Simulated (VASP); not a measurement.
These are r2SCAN meta-GGA, VASP's PBE PAW potentials (set 64) (plane waves; VASP) values and carry that method's errors.

The input files of a VASP run:

### INCAR
```
ISMEAR  =  1   # Methfessel-Paxton
METAGGA  =  R2SCAN
SYSTEM  =  CuZn
LWAVE  =  F
LASPH  =  T
ENCUT  =  520
LCHARG  =  F
PREC  =  Accurate
LMAXMIX  =  4   # l cut-off of mixed one-centre charges
SIGMA  =  0.1
ISIF  =  2
EDIFF  =  1E-7
NELM  =  100
LREAL  =  F   # projection in real space or not
LMIXTAU  =  T
ALGO  =  Normal
```

POSCAR:
```
CuZn
1.0
  2.9222829666   0.0000000000   0.0000000000
  0.0000000000   2.9222829666   0.0000000000
  0.0000000000   0.0000000000   2.9222829666
Zn Cu
1 1
Cartesian
  1.4611414833   1.4611414833   1.4611414833
  0.0000000000   0.0000000000   0.0000000000
```

File KPOINTS:
```
Automatic mesh
0
Gamma
12 12 12
0 0 0
```

POTCAR, in this order: Zn Cu (PBE.64 set). Program: vasp_std.

The resulting files:

### OSZICAR
```
       N       E                     dE             d eps       ncg     rms          rms(c)
DAV:   1     0.977323867600E+02    0.97732E+02   -0.11872E+04  2608   0.263E+03
DAV:   2    -0.205536381526E+02   -0.11829E+03   -0.11517E+03  2520   0.337E+02
DAV:   3    -0.239814280051E+02   -0.34278E+01   -0.34136E+01  3045   0.784E+01
DAV:   4    -0.240061661215E+02   -0.24738E-01   -0.24736E-01  3024   0.583E+00
DAV:   5    -0.240065728065E+02   -0.40669E-03   -0.40668E-03  3406   0.783E-01    0.980E+00
DAV:   6    -0.211004044467E+02    0.29062E+01   -0.23790E+01  2618   0.132E+02    0.708E+00
DAV:   7    -0.199171619642E+02    0.11832E+01   -0.45628E+00  2674   0.100E+02    0.255E+00
DAV:   8    -0.199387096178E+02   -0.21548E-01   -0.41625E-01  3740   0.140E+01    0.158E+00
DAV:   9    -0.199314565739E+02    0.72530E-02   -0.35785E-02  3738   0.492E+00    0.308E-01
DAV:  10    -0.199339192662E+02   -0.24627E-02   -0.11620E-02  3585   0.220E+00    0.644E-02
DAV:  11    -0.199336964578E+02    0.22281E-03   -0.17221E-03  3657   0.838E-01    0.635E-02
DAV:  12    -0.199343246038E+02   -0.62815E-03   -0.80897E-04  3617   0.457E-01    0.181E-02
DAV:  13    -0.199344205476E+02   -0.95944E-04   -0.94662E-05  2940   0.175E-01    0.608E-03
DAV:  14    -0.199344297406E+02   -0.91929E-05   -0.91388E-06  3217   0.680E-02    0.720E-03
DAV:  15    -0.199344300246E+02   -0.28404E-06   -0.40650E-06  3348   0.578E-02    0.184E-03
DAV:  16    -0.199344294055E+02    0.61907E-06   -0.18423E-07  2020   0.999E-03    0.743E-04
DAV:  17    -0.199344295144E+02   -0.10884E-06   -0.50982E-08  1386   0.460E-03    0.160E-04
DAV:  18    -0.199344295190E+02   -0.46361E-08   -0.24723E-08  1323   0.287E-03
   1 F= -.19934430E+02 E0= -.19934379E+02  d E =-.150062E-03
```

OUTCAR:
```
------------------------ aborting loop because EDIFF is reached ----------------------------------------
  FORCE on cell =-STRESS in cart. coord.  units (eV):
  Direction    XX          YY          ZZ          XY          YZ          ZX
  --------------------------------------------------------------------------------------
  Total        0.0529278      0.0529278      0.0529278      0.0000000      0.0000000     -0.0000000
  in kB        3.3980340      3.3980340      3.3980340      0.0000000      0.0000000     -0.0000000
  external PRESSURE =       3.3980340 kB  Pullay stress =       0.0000000 kB
  volume of cell :       24.96
      direct lattice vectors                 reciprocal lattice vectors
     2.922282967  0.000000000  0.000000000     0.342198210  0.000000000  0.000000000
     0.000000000  2.922282967  0.000000000     0.000000000  0.342198210  0.000000000
     0.000000000  0.000000000  2.922282967     0.000000000  0.000000000  0.342198210
 POSITION                                       TOTAL-FORCE (eV/Angst)
 -----------------------------------------------------------------------------------
      1.46114      1.46114      1.46114         0.000000      0.000000      0.000000
      0.00000      0.00000      0.00000         0.000000      0.000000      0.000000
 -----------------------------------------------------------------------------------
    total drift:                                0.000000      0.000000     -0.000000
  FREE ENERGIE OF THE ION-ELECTRON SYSTEM (eV)
  ---------------------------------------------------
  free  energy   TOTEN  =       -19.9344295190 eV

  energy  without entropy=      -19.9342794570  energy(sigma->0) =      -19.93437950
```
(Selected blocks of OUTCAR.)

The compound is CuZn in the CsCl type structure. It was relaxed first. The electron count is odd and the run is not spin-polarised, which forces a metal.
